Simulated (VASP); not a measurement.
Computed with LDA (Ceperley-Alder, Perdew-Zunger), VASP's LDA PAW potentials (set 64) (plane waves; VASP). Each cell was relaxed at this level, without spin-orbit coupling.

**Question.** Which of these comes out without a gap?
A. WS2, P6_3/mmc (194)
B. SrCl2, Fm-3m (225)
C. Mo, Im-3m (229)
D. RbCl, Fm-3m (225)

**Answer.** C, Mo, Im-3m (229). The others have gaps of 0.86 eV (WS2, P6_3/mmc (194)), 5.10 eV (SrCl2, Fm-3m (225)), 4.85 eV (RbCl, Fm-3m (225)).
